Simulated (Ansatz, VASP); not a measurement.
**LiF (Griceite) in two plane-wave programs**

Aim: how closely do two programs agree when they are given the same cell, functional and k mesh? The cell is taken from a series of runs on this material, whose earlier steps may have relaxed, scaled, displaced or heated it; both programs get it as it stands.

Calculated with Ansatz 0.2.0; plane waves, with VASP 6.6.1 beside it; zone-centre phonons at LDA.

### Step 1. The starting structure

It takes space group Fm-3m (No. 225, cubic). Conventional cell: a = 3.909 Å, b = 3.909 Å, c = 3.909 Å, α = 90.00°, β = 90.00°, γ = 90.00°. Nearest to Li lie 6 F at 1.95 Å. F has 6 Li at 1.95 Å nearest. Farther neighbours and most contacts between anions are not listed.

### Step 2. VASP: zone-centre phonons, LDA

Second derivatives magnify differences that forces hide, and they need a tight electronic threshold.

Lines of VASP's logs that name or quote its potential files are left out, and so is its time.

The input, INCAR:

```
SYSTEM = LiF
PREC = Accurate
ENCUT = 750
EDIFF = 1E-08
NELM = 120
ISMEAR = 0
SIGMA = 0.01
LREAL = .FALSE.
ALGO = Normal
GGA = CA
NBANDS = 11
LORBIT = 11
LWAVE = .FALSE.
LCHARG = .FALSE.
ISIF = 2
IBRION = 8
LEPSILON = .TRUE.
LASPH = .TRUE.
GGA_COMPAT = .FALSE.
EFERMI = MIDGAP
KPAR = 2
```

The input, POSCAR:

```
LiF
1.0
    0.0000000000      1.9544544194      1.9544544194
    1.9544544194      0.0000000000      1.9544544194
    1.9544544194      1.9544544194      0.0000000000
Li F
1 1
Direct
    0.0000000000      0.0000000000      0.0000000000
    0.5000000000      0.5000000000      0.5000000000
```

The input, KPOINTS:

```
Automatic mesh
0
Gamma
12 12 12
0 0 0
```

PAW data sets: Li_sv and F (LDA family, release 64).

Launch:

```bash
$ mpirun -np 2 vasp_std
```

Numbers of over 12 decimals in the logs are rounded to 6 here.

Log:

```text
[banner, memory and clock lines left out]
running    2 mpi-ranks, on    1 nodes
 distrk:  each k-point on    1 cores,    2 groups
 distr:  one band on    1 cores,    1 groups

 POSCAR found type information on POSCAR LiF
 POSCAR found :  2 types and       2 ions
 LDA part: xc-table for (Slater(with rela. corr.)+CA(PZ))
 , standard interpolation
 POSCAR, INCAR and KPOINTS ok, starting setup
 FFT: planning ... GRIDC
 FFT: planning ... GRID_SOFT
 FFT: planning ... GRID
 WAVECAR not read
 entering main loop
       N       E                     dE             d eps       ncg     rms          rms(c)
DAV:   1     0.427474401867E+02    0.42747E+02   -0.69131E+03  1608   0.121E+03
DAV:   2    -0.947531008436E+01   -0.52223E+02   -0.50395E+02  1828   0.232E+02
DAV:   3    -0.109742411993E+02   -0.14989E+01   -0.14923E+01  1965   0.357E+01
DAV:   4    -0.109956100539E+02   -0.21369E-01   -0.21365E-01  1943   0.471E+00
DAV:   5    -0.109957966357E+02   -0.18658E-03   -0.18658E-03  2075   0.335E-01    0.422E+00
DAV:   6    -0.105229934626E+02    0.47280E+00   -0.22109E+00  1848   0.999E+00    0.131E+00
DAV:   7    -0.105121878516E+02    0.10806E-01   -0.17450E-02  2143   0.123E+00    0.789E-01
DAV:   8    -0.105068916419E+02    0.52962E-02   -0.90049E-03  2287   0.111E+00    0.991E-02
DAV:   9    -0.105068563526E+02    0.35289E-04   -0.74686E-04  1811   0.273E-01    0.376E-02
DAV:  10    -0.105068693794E+02   -0.13027E-04   -0.31532E-05  1889   0.468E-02    0.661E-03
DAV:  11    -0.105068689834E+02    0.39600E-06   -0.13709E-06  2079   0.140E-02    0.109E-03
DAV:  12    -0.105068689872E+02   -0.38262E-08   -0.27140E-07  2256   0.402E-03    0.745E-04
DAV:  13    -0.105068689766E+02    0.10625E-07   -0.21605E-08  1661   0.138E-03    0.204E-04
DAV:  14    -0.105068689759E+02    0.67530E-09   -0.21838E-09  1170   0.506E-04
   1 F= -.10506869E+02 E0= -.10506869E+02  d E =0.000000E+00
 Linear response reoptimize wavefunctions to high precision
DAV:   1    -0.105068689759E+02   -0.34106E-11   -0.95728E-10  1657   0.274E-04
 Linear response G [H, r] |phi>, progress :
  Direction:   1
       N       E                     dE             d eps       ncg     rms
RMM:   1    -0.325535998258E+02   -0.32554E+02    0.28633E+02  2203   0.187E+02
RMM:   2    -0.337685391283E+02   -0.12149E+01   -0.10617E+01  3291   0.256E+01
RMM:   3    -0.339485642222E+02   -0.18003E+00   -0.63277E-01  3573   0.543E+00
RMM:   4    -0.339862556886E+02   -0.37691E-01   -0.83599E-02  3594   0.193E+00
RMM:   5    -0.339921708879E+02   -0.59152E-02   -0.11135E-02  3613   0.707E-01
RMM:   6    -0.339930776938E+02   -0.90681E-03   -0.15995E-03  3522   0.268E-01
RMM:   7    -0.339932361337E+02   -0.15844E-03   -0.20482E-04  3566   0.104E-01
RMM:   8    -0.339932663895E+02   -0.30256E-04    0.22268E-05  3571   0.424E-02
RMM:   9    -0.339932727847E+02   -0.63952E-05    0.60112E-05  3551   0.182E-02
RMM:  10    -0.339932743417E+02   -0.15570E-05   -0.19020E-04  3553   0.869E-03
RMM:  11    -0.339932748227E+02   -0.48102E-06   -0.10726E-04  3567   0.485E-03
RMM:  12    -0.339932744880E+02    0.33468E-06    0.75667E-04  3503   0.325E-03
RMM:  13    -0.339932732854E+02    0.12026E-05   -0.10777E-04  3344   0.259E-03
RMM:  14    -0.339932743599E+02   -0.10744E-05   -0.19324E-03  3103   0.230E-03
RMM:  15    -0.339932752103E+02   -0.85047E-06   -0.16077E-03  2935   0.215E-03
RMM:  16    -0.339932749685E+02    0.24179E-06   -0.15853E-03  2789   0.208E-03
RMM:  17    -0.339932752913E+02   -0.32278E-06   -0.12515E-03  2668   0.205E-03
RMM:  18    -0.339932747165E+02    0.57480E-06   -0.13119E-03  2583   0.204E-03
 Linear response G [H, r] |phi>, progress :
  Direction:   2
       N       E                     dE             d eps       ncg     rms
RMM:   1    -0.356927667553E+02   -0.35693E+02    0.65816E+01  2240   0.143E+02
RMM:   2    -0.362158586697E+02   -0.52309E+00   -0.74171E+00  3203   0.230E+01
RMM:   3    -0.363261189751E+02   -0.11026E+00   -0.41184E-01  3558   0.486E+00
RMM:   4    -0.363541004609E+02   -0.27981E-01   -0.63253E-02  3596   0.175E+00
RMM:   5    -0.363594582731E+02   -0.53578E-02   -0.10881E-02  3639   0.678E-01
RMM:   6    -0.363604097781E+02   -0.95150E-03   -0.20091E-03  3559   0.275E-01
RMM:   7    -0.363605953021E+02   -0.18552E-03   -0.43969E-04  3604   0.112E-01
RMM:   8    -0.363606310096E+02   -0.35707E-04   -0.13798E-04  3619   0.477E-02
RMM:   9    -0.363606382248E+02   -0.72152E-05   -0.78803E-05  3608   0.209E-02
RMM:  10    -0.363606395110E+02   -0.12862E-05   -0.14945E-04  3585   0.997E-03
RMM:  11    -0.363606404331E+02   -0.92215E-06   -0.41521E-05  3601   0.534E-03
RMM:  12    -0.363606404894E+02   -0.56263E-07    0.24397E-04  3528   0.341E-03
RMM:  13    -0.363606426521E+02   -0.21627E-05    0.48130E-04  3343   0.257E-03
RMM:  14    -0.363606401316E+02    0.25204E-05   -0.14298E-03  3096   0.220E-03
RMM:  15    -0.363606402480E+02   -0.11640E-06   -0.12599E-03  2934   0.204E-03
[...]
RMM:  12    -0.574915483209E-01   -0.20769E-09   -0.11662E-06  2444   0.110E-04
RMM:  13    -0.574915481501E-01    0.17078E-09   -0.61884E-07  2173   0.838E-05
RMM:  14    -0.574915480081E-01    0.14199E-09   -0.29319E-07  1920   0.728E-05
RMM:  15    -0.574915478600E-01    0.14812E-09   -0.12887E-07  1781   0.696E-05
RMM:  16    -0.574915462297E-01    0.16303E-08   -0.56388E-08  1655   0.682E-05
[...]
RMM:   1    -0.457812136333E-01   -0.45781E-01   -0.10674E-01  7891   0.180E+00
RMM:   2    -0.471719818073E-01   -0.13908E-02   -0.43708E-03  7280   0.479E-01    0.344E-01
RMM:   3    -0.467923255398E-01    0.37966E-03   -0.13914E-03  7044   0.278E-01    0.201E-01
RMM:   4    -0.487106630356E-01   -0.19183E-02   -0.94130E-04  6988   0.272E-01    0.162E-02
RMM:   5    -0.489822029895E-01   -0.27154E-03   -0.11912E-04  7720   0.747E-02    0.513E-03
RMM:   6    -0.489914875626E-01   -0.92846E-05   -0.28446E-05  7706   0.269E-02    0.987E-04
RMM:   7    -0.489938361979E-01   -0.23486E-05   -0.45144E-06  7951   0.105E-02    0.209E-04
RMM:   8    -0.489958551535E-01   -0.20190E-05   -0.89812E-07  7937   0.422E-03    0.139E-04
RMM:   9    -0.489938286958E-01    0.20265E-05   -0.37355E-07  7855   0.179E-03    0.549E-05
RMM:  10    -0.489943362850E-01   -0.50759E-06   -0.66479E-07  7359   0.744E-04    0.117E-05
RMM:  11    -0.489941751938E-01    0.16109E-06   -0.15223E-06  6706   0.343E-04    0.524E-06
 change of polarisation eV/A/(eV/A) component  2 :     0.011     0.092    -0.002
 dielectric tensor                  component  2 :     0.130     2.111    -0.020
 Linear response to external field, progress :
  Direction:   3
       N       E                     dE             d eps       ncg     rms          rms(c)
RMM:   1    -0.457811913041E-01   -0.45781E-01   -0.10674E-01  7889   0.180E+00
RMM:   2    -0.471718223348E-01   -0.13906E-02   -0.43673E-03  7278   0.479E-01    0.344E-01
RMM:   3    -0.467922321024E-01    0.37959E-03   -0.13909E-03  7043   0.278E-01    0.201E-01
RMM:   4    -0.487106427937E-01   -0.19184E-02   -0.94106E-04  6989   0.272E-01    0.162E-02
RMM:   5    -0.489821982795E-01   -0.27156E-03   -0.11890E-04  7719   0.746E-02    0.513E-03
RMM:   6    -0.489914993670E-01   -0.93011E-05   -0.28376E-05  7715   0.269E-02    0.986E-04
RMM:   7    -0.489938327929E-01   -0.23334E-05   -0.44896E-06  7954   0.105E-02    0.208E-04
RMM:   8    -0.489958490700E-01   -0.20163E-05   -0.87721E-07  7938   0.421E-03    0.139E-04
RMM:   9    -0.489938365693E-01    0.20125E-05   -0.60456E-07  7853   0.178E-03    0.546E-05
RMM:  10    -0.489943423501E-01   -0.50578E-06   -0.22631E-06  7354   0.744E-04    0.123E-05
RMM:  11    -0.489941955408E-01    0.14681E-06   -0.24045E-06  6669   0.344E-04    0.507E-06
 change of polarisation eV/A/(eV/A) component  3 :     0.000     0.008     0.092
 dielectric tensor                  component  3 :     0.002     0.092     2.111
 Linear response DOF=           2
 Linear response progress:
  Degree of freedom:   1/  2
       N       E                     dE             d eps       ncg     rms          rms(c)
RMM:   1    -0.169263633081E+00   -0.16926E+00    0.18404E+00  4646   0.157E+01
RMM:   2    -0.174645493887E+00   -0.53819E-02   -0.16269E-02  6183   0.107E+00    0.586E-02
RMM:   3    -0.174649246649E+00   -0.37528E-05   -0.96922E-04  7446   0.226E-01    0.327E-02
RMM:   4    -0.174608773366E+00    0.40473E-04   -0.26374E-04  7534   0.927E-02    0.353E-03
RMM:   5    -0.174633726213E+00   -0.24953E-04   -0.89543E-05  7774   0.424E-02    0.966E-04
RMM:   6    -0.174647538227E+00   -0.13812E-04   -0.32509E-05  7815   0.209E-02    0.617E-04
RMM:   7    -0.174662107870E+00   -0.14570E-04   -0.12852E-05  7738   0.110E-02    0.216E-04
RMM:   8    -0.174665676778E+00   -0.35689E-05   -0.53600E-05  7948   0.652E-03    0.447E-05
RMM:   9    -0.174666541658E+00   -0.86488E-06   -0.40823E-05  8146   0.433E-03    0.321E-05
RMM:  10    -0.174667257809E+00   -0.71615E-06   -0.29126E-05  8151   0.311E-03    0.276E-05
RMM:  11    -0.174668652981E+00   -0.13952E-05   -0.21393E-05  7773   0.236E-03    0.963E-06
RMM:  12    -0.174668837195E+00   -0.18421E-06   -0.15981E-05  8350   0.183E-03    0.444E-06
RMM:  13    -0.174668750114E+00    0.87081E-07   -0.12698E-05  8302   0.147E-03    0.147E-05
RMM:  14    -0.174668417878E+00    0.33224E-06   -0.96548E-06  7704   0.119E-03    0.374E-05
[...]
RMM:  18    -0.174669512979E+00   -0.10364E-06   -0.32539E-06  7889   0.574E-04    0.976E-06
RMM:  19    -0.174669503264E+00    0.97150E-08   -0.26319E-06  7338   0.492E-04    0.127E-05
RMM:  20    -0.174669731748E+00   -0.22848E-06   -0.21526E-06  7475   0.431E-04    0.461E-06
RMM:  21    -0.174669681707E+00    0.50040E-07   -0.18417E-06  7690   0.374E-04    0.763E-06
RMM:  22    -0.174669665728E+00    0.15979E-07   -0.15927E-06  6812   0.331E-04    0.946E-06
RMM:  23    -0.174669672876E+00   -0.71477E-08   -0.14165E-06  6087   0.297E-04    0.102E-05
RMM:  24    -0.174669691155E+00   -0.18279E-07   -0.12664E-06  6684   0.269E-04    0.103E-05
RMM:  25    -0.174669697815E+00   -0.66606E-08   -0.11527E-06  6587   0.247E-04    0.107E-05
 first order change of Fermi-energy   0.17829E-03
 force on displaced ion       1 direction 1 :  -2.219   0.000   0.000
 Born effective charge ion    1 direction 1 :   1.038   0.000   0.000
 Linear response progress:
  Degree of freedom:   2/  2
       N       E                     dE             d eps       ncg     rms          rms(c)
RMM:   1    -0.513713169594E+00   -0.51371E+00    0.50309E-01  6790   0.479E+00
RMM:   2    -0.507299198615E+00    0.64140E-02   -0.66999E-03  6490   0.731E-01    0.917E-02
RMM:   3    -0.508878311476E+00   -0.15791E-02   -0.79819E-04  6949   0.209E-01    0.497E-02
RMM:   4    -0.510845345118E+00   -0.19670E-02   -0.25781E-04  6704   0.121E-01    0.102E-02
RMM:   5    -0.511029353191E+00   -0.18401E-03   -0.24873E-05  7549   0.363E-02    0.264E-03
RMM:   6    -0.510929350701E+00    0.10000E-03   -0.36784E-06  7199   0.133E-02    0.721E-04
RMM:   7    -0.510922181531E+00    0.71692E-05   -0.53984E-07  7749   0.484E-03    0.108E-04
RMM:   8    -0.510920821343E+00    0.13602E-05   -0.11329E-07  7902   0.196E-03    0.428E-05
RMM:   9    -0.510919669396E+00    0.11519E-05   -0.52765E-08  7900   0.902E-04    0.110E-05
RMM:  10    -0.510919290148E+00    0.37925E-06   -0.12741E-08  7995   0.491E-04    0.169E-06
RMM:  11    -0.510919324672E+00   -0.34524E-07   -0.34757E-08  8103   0.334E-04    0.194E-06
RMM:  12    -0.510919288803E+00    0.35869E-07   -0.10252E-08  8098   0.273E-04    0.586E-07
RMM:  13    -0.510919294442E+00   -0.56392E-08   -0.39732E-08  7715   0.250E-04    0.690E-07
 first order change of Fermi-energy   0.15700E-02
 force on displaced ion       2 direction 1 :  -2.206   0.000   0.000
 Born effective charge ion    2 direction 1 :  -1.038   0.000   0.000
 Born effective charges drift removed
 Linear response finished
```

Parts of OUTCAR (step 2):

```text
ion  position               nearest neighbor table
   1  0.000  0.000  0.000-   2 1.95   2 1.95   2 1.95   2 1.95   2 1.95   2 1.95
   2  0.500  0.500  0.500-   1 1.95   1 1.95   1 1.95   1 1.95   1 1.95   1 1.95

  LATTYP: Found a face centered cubic cell.
 ALAT       =     3.9089088388

 Subroutine GETGRP returns: Found 48 space group operations
 (whereof 48 operations were pure point group operations)

The static configuration has the point symmetry O_h .

 Found     72 irreducible k-points:

   k-points           NKPTS =     72   k-points in BZ     NKDIM =     72   number of bands    NBANDS=     11

   dimension x,y,z NGX =    28 NGY =   28 NGZ =   28
   dimension x,y,z NGXF=    56 NGYF=   56 NGZF=   56

   ENCUT  =  750.0 eV  55.12 Ry    7.42 a.u.   6.17  6.17  6.17*2*pi/ulx,y,z

   NELECT =      10.0000    total number of electrons

 k-points in reciprocal lattice and weights: Automatic mesh
   0.00000000  0.00000000  0.00000000       0.001
   0.08333333  0.00000000  0.00000000       0.005
   0.16666667  0.00000000  0.00000000       0.005
   0.25000000  0.00000000  0.00000000       0.005
   0.33333333  0.00000000  0.00000000       0.005
   0.41666667  0.00000000  0.00000000       0.005
   0.50000000  0.00000000  0.00000000       0.002
   0.08333333  0.08333333  0.00000000       0.003
   0.16666667  0.08333333  0.00000000       0.014
[...]
-0.33333333  0.50000000  0.16666667       0.007
  -0.25000000  0.50000000  0.25000000       0.003

 average (electrostatic) potential at core
       1 -62.9788       2 -76.1603

  Total       -0.0502176     -0.0502176     -0.0502176      0.0000000     -0.0000000      0.0000000
  in kB       -5.3883986     -5.3883986     -5.3883986      0.0000000     -0.0000000      0.0000000
  external PRESSURE =      -5.3883986 kB  Pullay stress =       0.0000000 kB

  energy-cutoff  :      750.00
  volume of cell :       14.93
      direct lattice vectors                 reciprocal lattice vectors
     0.000000000  1.954454419  1.954454419    -0.255825869  0.255825869  0.255825869
     1.954454419  0.000000000  1.954454419     0.255825869 -0.255825869  0.255825869
     1.954454419  1.954454419  0.000000000     0.255825869  0.255825869 -0.255825869

 POSITION                                       TOTAL-FORCE (eV/Angst)
 -----------------------------------------------------------------------------------
      0.00000      0.00000      0.00000        -0.000000      0.000000     -0.000000
      1.95445      1.95445      1.95445         0.000000     -0.000000      0.000000
 -----------------------------------------------------------------------------------
    total drift:                                0.000000      0.000000      0.000000

 MACROSCOPIC STATIC DIELECTRIC TENSOR (including local field effects in DFT)
 ------------------------------------------------------
           2.111269     0.000000    -0.000000
           0.000000     2.111269    -0.000000
           0.000000     0.000000     2.111269
 ------------------------------------------------------

 PIEZOELECTRIC TENSOR (including local field effects)  for field in x, y, z        (C/m^2)
          XX          YY          ZZ          XY          YZ          ZX
  --------------------------------------------------------------------------------
  x     0.00000     0.00000     0.00000     0.00000     0.00000     0.00000
  y     0.00000     0.00000     0.00000     0.00000     0.00000     0.00000
  z     0.00000     0.00000     0.00000     0.00000     0.00000     0.00000

 BORN EFFECTIVE CHARGES (including local field effects) (in |e|, cummulative output)
 ---------------------------------------------------------------------------------
 ion    1
    1     1.03814     0.00000     0.00000
    2    -0.00000     1.03814     0.00000
    3     0.00000     0.00000     1.03814
 ion    2
    1    -1.03814    -0.00000     0.00000
    2     0.00000    -1.03814     0.00000
    3     0.00000     0.00000    -1.03814

 Eigenvectors and eigenvalues of the dynamical matrix
 ----------------------------------------------------

   1 f  =   10.282703 THz    64.608130 2PiTHz  342.994059 cm-1    42.525824 meV
             X         Y         Z           dx          dy          dz
      0.000000  0.000000  0.000000     0.000000    0.855334    0.000000
      1.954454  1.954454  1.954454     0.000000   -0.518076    0.000000

   2 f  =   10.282703 THz    64.608130 2PiTHz  342.994059 cm-1    42.525824 meV
             X         Y         Z           dx          dy          dz
      0.000000  0.000000  0.000000     0.855334    0.000000    0.000000
      1.954454  1.954454  1.954454    -0.518076    0.000000    0.000000

   3 f  =   10.282703 THz    64.608130 2PiTHz  342.994059 cm-1    42.525824 meV
             X         Y         Z           dx          dy          dz
      0.000000  0.000000  0.000000     0.000000    0.000000    0.855334
      1.954454  1.954454  1.954454     0.000000    0.000000   -0.518076

   4 f/i=    0.013095 THz     0.082277 2PiTHz    0.436794 cm-1     0.054156 meV
             X         Y         Z           dx          dy          dz
      0.000000  0.000000  0.000000    -0.518076    0.000000    0.000000
      1.954454  1.954454  1.954454    -0.855334    0.000000    0.000000

   5 f/i=    0.013095 THz     0.082277 2PiTHz    0.436794 cm-1     0.054156 meV
             X         Y         Z           dx          dy          dz
      0.000000  0.000000  0.000000     0.000000   -0.518076    0.000000
      1.954454  1.954454  1.954454     0.000000   -0.855334    0.000000

   6 f/i=    0.013095 THz     0.082277 2PiTHz    0.436794 cm-1     0.054156 meV
             X         Y         Z           dx          dy          dz
      0.000000  0.000000  0.000000     0.000000    0.000000   -0.518076
      1.954454  1.954454  1.954454     0.000000    0.000000   -0.855334

 MACROSCOPIC STATIC DIELECTRIC TENSOR IONIC CONTRIBUTION
 ------------------------------------------------------
           5.903505    -0.000000    -0.000000
          -0.000000     5.903505    -0.000000
          -0.000000    -0.000000     5.903505
 ------------------------------------------------------

 ELASTIC MODULI CONTR FROM IONIC RELAXATION (kBar)
 Direction    XX          YY          ZZ          XY          YZ          ZX
 --------------------------------------------------------------------------------
 XX           0.0000      0.0000      0.0000      0.0000      0.0000      0.0000
 YY           0.0000      0.0000      0.0000      0.0000      0.0000      0.0000
 ZZ           0.0000      0.0000      0.0000      0.0000      0.0000      0.0000
 XY           0.0000      0.0000      0.0000      0.0000      0.0000      0.0000
 YZ           0.0000      0.0000      0.0000      0.0000      0.0000      0.0000
 ZX           0.0000      0.0000      0.0000      0.0000      0.0000      0.0000
 --------------------------------------------------------------------------------

 PIEZOELECTRIC TENSOR IONIC CONTR  for field in x, y, z        (C/m^2)
          XX          YY          ZZ          XY          YZ          ZX
  --------------------------------------------------------------------------------
  x     0.00000     0.00000     0.00000     0.00000     0.00000     0.00000
  y     0.00000     0.00000     0.00000     0.00000     0.00000     0.00000
  z     0.00000     0.00000     0.00000     0.00000     0.00000     0.00000
```

(Part 1 of 2 ends here.)

[Lines on the potential files, build, host, timing and source positions are cut from VASP's logs without a mark.]

[Logs are printed without paths, hosts, clocks, repeated set-up lines and the standing remarks that a program may print on its own settings, such as how far it seeks lower states.]

[Hosts, paths, dates, database ids (printed as entryN), source tags and the programs' standing remarks are cut or masked in the printed files.]
